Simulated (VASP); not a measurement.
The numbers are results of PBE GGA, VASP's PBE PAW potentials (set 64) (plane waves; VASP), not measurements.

A VASP calculation is set up with these files.

POSCAR:
```
PbS
1.0
  0.0000000000   3.0024808369   3.0024808369
  3.0024808369   0.0000000000   3.0024808369
  3.0024808369   3.0024808369   0.0000000000
Pb S
1 1
Cartesian
  0.0000000000   0.0000000000   0.0000000000
  3.0024808369   3.0024808369   3.0024808369
```

### KPOINTS
```
k-points along high-symmetry lines
15
Line-mode
Reciprocal
  0.000000   0.000000   0.000000 ! GAMMA
  0.500000   0.000000   0.500000 ! X

  0.500000   0.000000   0.500000 ! X
  0.625000   0.250000   0.625000 ! U

  0.375000   0.375000   0.750000 ! K
  0.000000   0.000000   0.000000 ! GAMMA

  0.000000   0.000000   0.000000 ! GAMMA
  0.500000   0.500000   0.500000 ! L

  0.500000   0.500000   0.500000 ! L
  0.500000   0.250000   0.750000 ! W

  0.500000   0.250000   0.750000 ! W
  0.500000   0.000000   0.500000 ! X
```

### INCAR
```
ISMEAR=0   # Gaussian
ENCUT=520   # plane-wave cut-off (eV)
EDIFF=1E-6
SYSTEM=PbS
LWAVE=.FALSE.
LREAL=.FALSE.   # projection in real space or not
LCHARG=.FALSE.
GGA=PE   # PBE
ALGO=Normal   # blocked Davidson
LASPH=.TRUE.   # aspherical one-centre terms
LMAXMIX=4
ICHARG=11
NELM=100
PREC=Accurate
SIGMA=0.05
```

POTCAR, in this order: Pb_d S (PBE.64 set). Program: vasp_std. Read from the step before: CHGCAR.

Output of the run:

OSZICAR:
```
       N       E                     dE             d eps       ncg     rms          rms(c)
DAV:   1     0.157604143939E+03    0.15760E+03   -0.98358E+03  2528   0.148E+03
DAV:   2     0.355469010938E+01   -0.15405E+03   -0.15057E+03  2670   0.355E+02
DAV:   3    -0.907996610574E+01   -0.12635E+02   -0.12402E+02  3398   0.106E+02
DAV:   4    -0.939436887443E+01   -0.31440E+00   -0.31426E+00  2754   0.196E+01
DAV:   5    -0.940659022998E+01   -0.12221E-01   -0.12221E-01  3564   0.375E+00
DAV:   6    -0.940713653263E+01   -0.54630E-03   -0.54630E-03  3316   0.658E-01
DAV:   7    -0.940714283236E+01   -0.62997E-05   -0.62997E-05  3642   0.645E-02
DAV:   8    -0.940714288189E+01   -0.49526E-07   -0.49536E-07  2114   0.765E-03
   1 F= -.94071429E+01 E0= -.94071429E+01  d E =-.298942E-11
```

OUTCAR:
```
 val. band max:        5.3062966979   @ k =   0.5000   0.5000   0.5000

 cond. band min:       5.7998184491   @ k =   0.5000   0.5000   0.5000



 k-point     1 :       0.0000    0.0000    0.0000
  band No.  band energies     occupation
      1     -11.4250      2.00000
      2     -11.4250      2.00000
      3     -11.4250      2.00000
      4     -11.4077      2.00000
      5     -11.4077      2.00000
      6      -7.9276      2.00000
      7      -0.7589      2.00000
      8       3.3514      2.00000
      9       3.3514      2.00000
     10       3.3514      2.00000
     11      10.4470      0.00000
     12      10.4470      0.00000
     13      10.4470      0.00000
     14      12.1671      0.00000

 k-point     2 :       0.0357    0.0000    0.0357
  band No.  band energies     occupation
      1     -11.4252      2.00000
      2     -11.4243      2.00000
      3     -11.4243      2.00000
      4     -11.4085      2.00000
      5     -11.4075      2.00000
      6      -7.9137      2.00000
      7      -0.8053      2.00000
      8       3.3350      2.00000
      9       3.3350      2.00000
     10       3.4270      2.00000
     11      10.1668      0.00000
     12      10.4031      0.00000
     13      10.4031      0.00000
     14      12.0493      0.00000

 k-point     3 :       0.0714    0.0000    0.0714
  band No.  band energies     occupation
      1     -11.4260      2.00000
      2     -11.4225      2.00000
      3     -11.4225      2.00000
      4     -11.4108      2.00000
      5     -11.4066      2.00000
      6      -7.8722      2.00000
      7      -0.9318      2.00000
      8       3.2868      2.00000
      9       3.2868      2.00000
     10       3.6352      2.00000
     11       9.5166      0.00000
     12      10.3040      0.00000
     13      10.3040      0.00000
     14      11.7725      0.00000

 k-point     4 :       0.1071    0.0000    0.1071
  band No.  band energies     occupation
      1     -11.4273      2.00000
...
```

The density is held fixed in this step, so its total energy and stress have no physical meaning. Unless said otherwise, spin-orbit coupling is left out, though it shifts the bands of the heavy elements here.

The compound is PbS in the rock salt structure. It was relaxed first.
